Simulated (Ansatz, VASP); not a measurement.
**Ti3Ga in two plane-wave programs**

Aim: how closely do two programs agree when they are given the same cell, functional and k mesh? Valence electrons are named where the data sets of a main pair hold unlike numbers.

Method: plane waves, with VASP 6.6.1 beside it; single point at PBEsol, in Ansatz 0.2.0.

### 1. Set-up

The cell holds 12 atoms: 9 Ti and 3 Ga. Cell: a = 3.904 Å, b = 3.904 Å, c = 25.659 Å, α = 90.0°, β = 90.0°, γ = 90.0°. It derives from Ti3Ga. The (0 0 1) slab of Ti3Ga, cut from the database cell (so at first; earlier steps may have moved the atoms). Vacuum lies along c.

### 2. VASP: single point, PBEsol

A single point gives forces, pressure and levels at one fixed geometry, so differences don't come from the geometry; what else differs is listed under the comparison.

Lines of VASP's logs that name or quote its potential files are left out, and so is its time.

INCAR

```
SYSTEM = Ti3Ga
PREC = Normal
ENCUT = 300
EDIFF = 1E-06
NELM = 120
ISMEAR = 1
SIGMA = 0.2
LREAL = .FALSE.
ALGO = Fast
GGA = PS
NBANDS = 50
LORBIT = 11
LWAVE = .TRUE.
LCHARG = .TRUE.
IDIPOL = 3
LDIPOL = .TRUE.
DIPOL = 0.5 0.5 0.498
LVHAR = .TRUE.
LVACPOTAV = .TRUE.
LELF = .TRUE.
NEDOS = 1500
```

POSCAR

```
Ti3Ga
1.0
    3.9039766200      0.0000000000      0.0000000000
    0.0000000000      3.9039766200      0.0000000000
    0.0000000000      0.0000000000     25.6591193250
Ti Ga
9 3
Direct
    0.5000000000      0.0000000000      0.2922937400
    0.0000000000      0.5000000000      0.2922937400
    0.0000000000      0.0000000000      0.3753762500
    0.0000000000      0.5000000000      0.4584587500
    0.5000000000      0.0000000000      0.4584587500
    0.5000000000      0.5000000000      0.5382757278
    0.5000000000      0.0000000000      0.6222962455
    0.0000000000      0.5000000000      0.6222962455
    0.0000000000      0.0000000000      0.6995752525
    0.5000000000      0.5000000000      0.3753762500
    0.0000000000      0.0000000000      0.5394358202
    0.5000000000      0.5000000000      0.6983271701
```

KPOINTS

```
Automatic mesh
0
Gamma
5 5 1
0 0 0
```

Potentials, in the order of the species: Ti and Ga (PBE family, release 64).

The run is started by

```bash
> mpirun -np 2 vasp_std
```

Numbers of over 12 decimals in the logs are rounded to 6 here.

The log of the run:

```text
[banner, memory and clock lines left out]
running    2 mpi-ranks, on    1 nodes
 distrk:  each k-point on    2 cores,    1 groups
 distr:  one band on    1 cores,    2 groups

 POSCAR found type information on POSCAR TiGa
 POSCAR found :  2 types and      12 ions
|                                                                             |
|               ----> ADVICE to this user running VASP <----                  |
|                                                                             |
|     You enforced a specific xc type in the INCAR file but a different       |
|     [... a line on the potential file left out ...]
|     I HOPE YOU KNOW WHAT YOU ARE DOING!                                     |
|                                                                             |

 LDA part: xc-table for (Slater+PW92), standard interpolation
 POSCAR, INCAR and KPOINTS ok, starting setup
 FFT: planning ... GRIDC
 FFT: planning ... GRID_SOFT
 FFT: planning ... GRID
 WAVECAR not read
 entering main loop
       N       E                     dE             d eps       ncg     rms          rms(c)
DAV:   1     0.170813763876E+03    0.17081E+03   -0.10203E+04   600   0.458E+02
DAV:   2    -0.787553232554E+02   -0.24957E+03   -0.22681E+03   614   0.140E+02
DAV:   3    -0.992158643698E+02   -0.20461E+02   -0.19172E+02   826   0.443E+01
DAV:   4    -0.100060918697E+03   -0.84505E+00   -0.83570E+00   808   0.978E+00
DAV:   5    -0.100083833300E+03   -0.22915E-01   -0.22879E-01   880   0.138E+00    0.367E+01
RMM:   6    -0.226479902132E+03   -0.12640E+03   -0.15476E+02  1030   0.472E+01    0.461E+01
RMM:   7    -0.301774082085E+03   -0.75294E+02   -0.11122E+02  1005   0.316E+01    0.534E+01
RMM:   8    -0.124543750560E+03    0.17723E+03   -0.62594E+01   763   0.272E+01    0.411E+01
RMM:   9    -0.916378016016E+02    0.32906E+02   -0.14917E+01   613   0.149E+01    0.182E+01
RMM:  10    -0.892887881860E+02    0.23490E+01   -0.52377E+00   721   0.632E+00    0.136E+01
RMM:  11    -0.881898164278E+02    0.10990E+01   -0.42276E+00   734   0.692E+00    0.111E+01
RMM:  12    -0.865434733117E+02    0.16463E+01   -0.89119E-01   714   0.289E+00    0.824E+00
RMM:  13    -0.859083556319E+02    0.63512E+00   -0.64870E-01   709   0.219E+00    0.663E+00
RMM:  14    -0.855146010831E+02    0.39375E+00   -0.35375E-01   722   0.150E+00    0.560E+00
[...]
RMM:  28    -0.847700181988E+02   -0.10226E-03   -0.78065E-05   726   0.264E-02    0.265E-02
RMM:  29    -0.847700481115E+02   -0.29913E-04   -0.32617E-05   682   0.271E-02    0.664E-03
RMM:  30    -0.847700898598E+02   -0.41748E-04   -0.70944E-06   726   0.452E-03    0.417E-03
RMM:  31    -0.847701112630E+02   -0.21403E-04   -0.15289E-06   597   0.231E-03    0.384E-03
RMM:  32    -0.847701280838E+02   -0.16821E-04   -0.23686E-06   587   0.450E-03    0.228E-03
RMM:  33    -0.847701326343E+02   -0.45505E-05   -0.50797E-07   471   0.241E-03    0.166E-03
RMM:  34    -0.847701351541E+02   -0.25198E-05   -0.25314E-07   411   0.793E-04    0.117E-03
RMM:  35    -0.847701357718E+02   -0.61775E-06   -0.50869E-08   272   0.501E-04
|                                                                             |
|           W    W    AA    RRRRR   N    N  II  N    N   GGGG   !!!           |
|           W    W   A  A   R    R  NN   N  II  NN   N  G    G  !!!           |
|           W    W  A    A  R    R  N N  N  II  N N  N  G       !!!           |
|           W WW W  AAAAAA  RRRRR   N  N N  II  N  N N  G  GGG   !            |
|           WW  WW  A    A  R   R   N   NN  II  N   NN  G    G                |
|           W    W  A    A  R    R  N    N  II  N    N   GGGG   !!!           |
|                                                                             |
|     Did not find any points to average over, which means that no vacuum     |
|     field-free region was found. Please increase the size of  your cell     |
|     in the dimension of the dipole correction to obtain accurate            |
|     workfunction values.                                                    |
|                                                                             |

   1 F= -.84770136E+02 E0= -.84765809E+02  d E =-.129791E-01
 writing wavefunctions
```

Parts of OUTCAR (step 2):

```text
ion  position               nearest neighbor table
   1  0.500  0.000  0.292-   2 2.76   2 2.76   2 2.76   2 2.76  10 2.89  10 2.89   3 2.89   3 2.89

  LATTYP: Found a simple tetragonal cell.
 ALAT       =     3.9039766200
 C/A-ratio  =     6.5725596802

 Subroutine GETGRP returns: Found  8 space group operations
 (whereof  8 operations were pure point group operations)

The static configuration has the point symmetry C_4v.

 Found      6 irreducible k-points:

   k-points           NKPTS =      6   k-points in BZ     NKDIM =      6   number of bands    NBANDS=     50

   dimension x,y,z NGX =    18 NGY =   18 NGZ =  112
   dimension x,y,z NGXF=    36 NGYF=   36 NGZF=  224

   ENCUT  =  300.0 eV  22.05 Ry    4.70 a.u.   5.51  5.51 36.24*2*pi/ulx,y,z

   NELECT =      45.0000    total number of electrons

 k-points in reciprocal lattice and weights: Automatic mesh
   0.00000000  0.00000000  0.00000000       0.040
   0.20000000  0.00000000  0.00000000       0.160
   0.40000000  0.00000000  0.00000000       0.160
   0.20000000  0.20000000  0.00000000       0.160
   0.40000000  0.20000000  0.00000000       0.320
   0.40000000  0.40000000  0.00000000       0.160

 dipolmoment           0.000000      0.000000     -0.034444 electrons x Angstroem

 average (electrostatic) potential at core
       1 -29.8806       2 -29.8806       3 -29.6777       4 -29.6031       5 -29.6031
       6 -29.7419       7 -29.5386       8 -29.5386       9 -30.0060      10 -16.6781
      11 -16.7115      12 -16.7540

 E-fermi :  -0.4173

 k-point     1 :       0.0000    0.0000    0.0000
  band No.  band energies     occupation
    ...
     19      -1.1157      2.00001
     20      -1.1157      2.00001
     21      -0.8037      2.01981
     22      -0.4887      1.56362
     23      -0.3702      0.61305
     24      -0.1634     -0.07032
     25       0.0195     -0.00844
     26       0.0754     -0.00272
     27       0.0754     -0.00272
     28       0.5144     -0.00000
    ...

 k-point     2 :       0.2000    0.0000    0.0000
  band No.  band energies     occupation
    ...
     19      -1.0853      2.00002
     20      -0.9569      2.00092
     21      -0.7467      2.04185
     22      -0.4562      1.32187
     23      -0.3753      0.65279
     24      -0.3482      0.45211
     25      -0.2687      0.05181
     26      -0.0669     -0.03265
     27      -0.0578     -0.02903
     28       0.1707     -0.00026
    ...

 k-point     3 :       0.4000    0.0000    0.0000
  band No.  band energies     occupation
    ...
     18      -1.0139      2.00021
     19      -0.9196      2.00220
     20      -0.8153      2.01652
     21      -0.5939      2.01655
     22      -0.4268      1.07984
     23      -0.1058     -0.05005
     24      -0.0813     -0.03882
     25       0.0583     -0.00392
     26       0.0752     -0.00273
     27       0.2024     -0.00011
    ...

  Total       -7.1686845     -7.1686845     -4.2359030      0.0000000      0.0000000     -0.0000000
  in kB      -29.3693198    -29.3693198    -17.3540334      0.0000000      0.0000000     -0.0000000
  external PRESSURE =     -25.3642243 kB  Pullay stress =       0.0000000 kB

  energy-cutoff  :      300.00
  volume of cell :      391.07
      direct lattice vectors                 reciprocal lattice vectors
     3.903976620  0.000000000  0.000000000     0.256149075  0.000000000  0.000000000
     0.000000000  3.903976620  0.000000000     0.000000000  0.256149075  0.000000000
     0.000000000  0.000000000 25.659119325     0.000000000  0.000000000  0.038972499

 POSITION                                       TOTAL-FORCE (eV/Angst)
 -----------------------------------------------------------------------------------
      1.95199      0.00000      7.50000         0.000000      0.000000      0.788351
      0.00000      1.95199      7.50000         0.000000     -0.000000      0.788351
      0.00000      0.00000      9.63182         0.000000      0.000000     -0.868511
      0.00000      1.95199     11.76365        -0.000000     -0.000000     -0.177347
      1.95199      0.00000     11.76365         0.000000     -0.000000     -0.177347
      1.95199      1.95199     13.81168         0.000000     -0.000000      0.016992
      1.95199      0.00000     15.96757         0.000000     -0.000000     -0.003593
      0.00000      1.95199     15.96757         0.000000      0.000000     -0.003593
      0.00000      0.00000     17.95048         0.000000     -0.000000      0.007025
      1.95199      1.95199      9.63182         0.000000      0.000000     -0.360004
      0.00000      0.00000     13.84145         0.000000      0.000000      0.018889
      1.95199      1.95199     17.91846         0.000000      0.000000     -0.029214
 -----------------------------------------------------------------------------------
    total drift:                                0.000000      0.000000     -0.000640

  FREE ENERGIE OF THE ION-ELECTRON SYSTEM (eV)
  ---------------------------------------------------
  free  energy   TOTEN  =       -84.7701357718 eV

  energy  without entropy=      -84.7571566617  energy(sigma->0) =      -84.76580940

 vacuum level on the upper side and lower side of the slab         3.550         3.958

 total charge
# of ion       s       p       d       tot
------------------------------------------
    1        0.500   0.404   2.404   3.308
    2        0.500   0.404   2.404   3.308
    3        0.497   0.598   2.452   3.547
    4        0.525   0.586   2.487   3.598
    5        0.525   0.586   2.487   3.598
    6        0.510   0.622   2.458   3.590
    7        0.530   0.604   2.519   3.653
    8        0.530   0.604   2.519   3.653
    9        0.462   0.467   2.389   3.318
   10        1.125   1.351   0.100   2.576
   11        1.129   1.391   0.096   2.617
   12        1.180   1.228   0.076   2.484
--------------------------------------------------
tot          8.011   8.846  22.390  39.247

[... 3 further parts left out ...]
```

This run has no spin polarisation. Its electron count is odd, so without a moment it is a metal by construction. The PAW data sets were made with PBE, which is usual practice but a small mismatch for other functionals. The data sets Ti and Ga keep the semicore shell frozen, which is cheaper and a little less accurate.

(Continued in part 2 of 2.)

[Lines on the potential files, build, host, timing and source positions are cut from VASP's logs without a mark.]

[Logs are printed without paths, hosts, clocks, repeated set-up lines and the standing remarks that a program may print on its own settings, such as how far it seeks lower states.]

[Hosts, paths, dates, database ids (printed as entryN), source tags and the programs' standing remarks are cut or masked in the printed files.]
